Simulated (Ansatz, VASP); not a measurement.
# PN in two plane-wave programs, part 3 of 3

Wanted: the spread between two codes on one cell, functional and k mesh. The cell is generated by rule, not measured, and may not be a known phase. The cell is taken from a series of runs on this material, whose earlier steps may have relaxed, scaled, displaced or heated it; both programs get it as it stands.

VASP 6.6.1 and Ansatz 0.2.0.

So far: Ansatz: relaxation of cell and atoms, PBEsol, pair 1; VASP: relaxation of cell and atoms, PBEsol, pair 1; Comparison; Ansatz: relaxation of cell and atoms, PBEsol, pair 2; VASP: relaxation of cell and atoms, PBEsol, pair 2; Side by side.

## 8. Ansatz: relaxation of cell and atoms, PBEsol, pair 3

Level of this step: Ansatz beside VASP: Kohn-Sham DFT, plane waves, PBEsol (Ansatz).

The relaxed volume is the usual yardstick between codes: in a stiff, nearly cubic crystal its relative difference is about their pressure difference at one cell divided by the bulk modulus.

The cell is taken from a series of runs on this material, whose earlier steps may have relaxed, scaled, displaced or heated it; both programs get it as it stands.

The input, input.yaml:

```yaml
crystal:
  lattice:
    - [3.3792204228, 0.0, 0.0]
    - [0.0, 3.3991675694, 0.0]
    - [0.0, 0.0, 3.7718182848]
  atoms:
    - { symbol: P, position: [0.5, 0.5, 0.2960515678] }
    - { symbol: P, position: [0.0, 0.0, 0.7039484322] }
    - { symbol: "N", position: [0.0, 0.5, 0.501398098] }
    - { symbol: "N", position: [0.5, 0.0, 0.498601902] }
kpoints:
  mp_grid: { grid: [12, 12, 12] }
hamiltonian:
  xc: pbesol
scf:
  occupations: { method: gaussian, width: 0.02 }
output:
  forces: true
  stress: true
  eigenvalues: true
relax:
  adjacent_minimum: "off"
  f_tol: 0.001
  max_steps: 60
  cell: { stress_tol: 0.01 }
```

Command:

```
ansatz run input.yaml --threads 4 --pin off --max-ram 7168MiB --backend cpu --events-out ev --progress --plain --runs-dir out
```

Numbers of over 12 decimals in the logs are rounded to 6 here.

Log:

```text
[...]
Crystal: 4 atoms, lattice volume = 43.325 Å³
Basis set: ecut = 420 eV, 825 PW (Γ), exchange–correlation on 48×48×54 points (8 copies of the dense FFT grid, shifted against one another)
Bands: 14, of which v1, the nominal top of the filled ones, is band 10 counted from 1 (9 counted from 0)
Symmetry: 8 space group operations
[...]
k-points: 343 of 1728
[...]
--- Relaxed structure (6 steps of the walk, 6 accepted, 2 SCFs on fresh bases) ---
[...]
cell:  # Å, volume = 43.3774 Å³
    - [3.387895, 0, 0]
    - [0, 3.388805, 0]
    - [0, 0, 3.778221]
  atoms:
    - { symbol: P, position: [0.500000, 0.500000, 0.296177] }
    - { symbol: P, position: [0, 0, 0.703823] }
    - { symbol: N, position: [0, 0.500000, 0.500064] }
    - { symbol: N, position: [0.500000, 0, 0.499936] }
[key lines of the parts left out:]
SCF converged after 8 iterations
Free energy (F): -2236.401282 eV
Fermi energy:    10.102444 eV
P = ⅓ Tr σ = 0.0010 GPa (0.010 kbar)
```

## 9. VASP: relaxation of cell and atoms, PBEsol, pair 3

The same cell, functional, mesh and smearing now go to VASP, with its own data sets.

The input, INCAR:

```
SYSTEM = PN
PREC = Accurate
ENCUT = 600
EDIFF = 1E-07
NELM = 120
ISMEAR = 0
SIGMA = 0.02
LREAL = .FALSE.
ALGO = Normal
GGA = PS
NBANDS = 16
LORBIT = 11
LWAVE = .FALSE.
LCHARG = .FALSE.
ISIF = 3
IBRION = 2
NSW = 80
EDIFFG = -0.005
LASPH = .TRUE.
GGA_COMPAT = .FALSE.
NELMIN = 4
KPAR = 2
```

The input, POSCAR:

```
PN
1.0
    3.3792200000      0.0000000000      0.0000000000
    0.0000000000      3.3991680000      0.0000000000
    0.0000000000      0.0000000000      3.7718180000
P N
2 2
Direct
    0.5000000000      0.5000000000      0.2960516653
    0.0000000000      0.0000000000      0.7039485999
    0.0000000000      0.5000000000      0.5013982647
    0.5000000000      0.0000000000      0.4986020004
```

The input, KPOINTS:

```
Automatic mesh
0
Gamma
12 12 12
0 0 0
```

Potentials, in the order of the species: P and N (PBE family, release 64).

Command:

```
mpirun -np 2 vasp_std
```

Log:

```text
[... set-up lines as in an earlier step ...]
 entering main loop
       N       E                     dE             d eps       ncg     rms          rms(c)
DAV:   1     0.806971233599E+02    0.80697E+02   -0.11000E+04 10976   0.129E+03
DAV:   2    -0.260096108575E+02   -0.10671E+03   -0.10304E+03 14992   0.250E+02
DAV:   3    -0.304134113386E+02   -0.44038E+01   -0.43844E+01 14880   0.564E+01
DAV:   4    -0.304453375013E+02   -0.31926E-01   -0.31920E-01 13392   0.491E+00
[...]
DAV:  11    -0.281535323760E+02   -0.18646E-05   -0.57509E-05 14400   0.566E-02    0.137E-02
DAV:  12    -0.281535328766E+02   -0.50057E-06   -0.61989E-06 14336   0.206E-02    0.419E-03
DAV:  13    -0.281535328990E+02   -0.22412E-07   -0.25044E-07 10104   0.429E-03
   1 F= -.28153533E+02 E0= -.28153533E+02  d E =-.281535E+02
[... from here on, the cycles between the ionic steps are left out ...]
   2 F= -.28153475E+02 E0= -.28153475E+02  d E =0.576185E-04
   3 F= -.28153708E+02 E0= -.28153708E+02  d E =-.175075E-03
   4 F= -.28153708E+02 E0= -.28153708E+02  d E =-.175048E-03
   5 F= -.28153728E+02 E0= -.28153727E+02  d E =-.196077E-04
   6 F= -.28153733E+02 E0= -.28153732E+02  d E =-.247266E-04
   7 F= -.28153750E+02 E0= -.28153749E+02  d E =-.170106E-04
   8 F= -.28153774E+02 E0= -.28153774E+02  d E =-.414289E-04
   9 F= -.28153788E+02 E0= -.28153788E+02  d E =-.137269E-04
  10 F= -.28153799E+02 E0= -.28153799E+02  d E =-.245865E-04
[...]
reached required accuracy - stopping structural energy minimisation
```

From OUTCAR (step 9):

```text
  Total       -0.0154720     -0.0166432     -0.0029327      0.0000000      0.0000000      0.0000000
  in kB       -0.5733414     -0.6167420     -0.1086780      0.0000000      0.0000000      0.0000000
  external PRESSURE =      -0.4329205 kB  Pullay stress =       0.0000000 kB

 POSITION                                       TOTAL-FORCE (eV/Angst)
 -----------------------------------------------------------------------------------
      1.69232      1.69371      1.11608         0.000000      0.000000      0.003121
      0.00000      0.00000      2.65496         0.000000      0.000000     -0.003121
      0.00000      1.69371      1.88640         0.000000      0.000000     -0.002425
      1.69232      0.00000      1.88465         0.000000      0.000000      0.002425
 -----------------------------------------------------------------------------------
    total drift:                                0.000000     -0.000000      0.000000

  FREE ENERGIE OF THE ION-ELECTRON SYSTEM (eV)
  ---------------------------------------------------
  free  energy   TOTEN  =       -28.1537986887 eV

  energy  without entropy=      -28.1537983230  energy(sigma->0) =      -28.15379851

[... 2 parts as in an earlier step ...]

[... 2 further parts left out ...]
[key lines of the parts left out:]
E-fermi :   8.2334
```

## 10. Comparison

Compared:

| quantity | Ansatz | VASP | difference |
| --- | --- | --- | --- |
| volume (Å³) | 43.38 | 43.24 | +0.33 % |
| edge a after relaxation, in the typed setting (Å) | 3.388 | 3.385 | +0.10 % |
| edge b after relaxation, in the typed setting (Å) | 3.389 | 3.387 | +0.04 % |
| edge c after relaxation, in the typed setting (Å) | 3.778 | 3.771 | +0.19 % |

## 11. Summary of results

```
difference in volume (relaxation of cell and atoms, PBEsol, pair 1) : 0.063 %
difference in volume (relaxation of cell and atoms, PBEsol, pair 2) : 0.33 %
difference in volume (relaxation of cell and atoms, PBEsol, pair 3) : 0.33 %
```

The difference in volume is 0.33 % (relaxation of cell and atoms, PBEsol, pair 2), within the 1.2 % picked in this series as the mark of a large difference, as far as the stopping tolerances let one tell. 5 further runs of this series are not shown here. How closely two codes agree says nothing of how well the functional describes the real material.

[Lines on the potential files, build, host, timing and source positions are cut from VASP's logs without a mark.]

[Logs are printed without paths, hosts, clocks, repeated set-up lines and the standing remarks that a program may print on its own settings, such as how far it seeks lower states.]

[Hosts, paths, dates, database ids (printed as entryN), source tags and the programs' standing remarks are cut or masked in the printed files.]
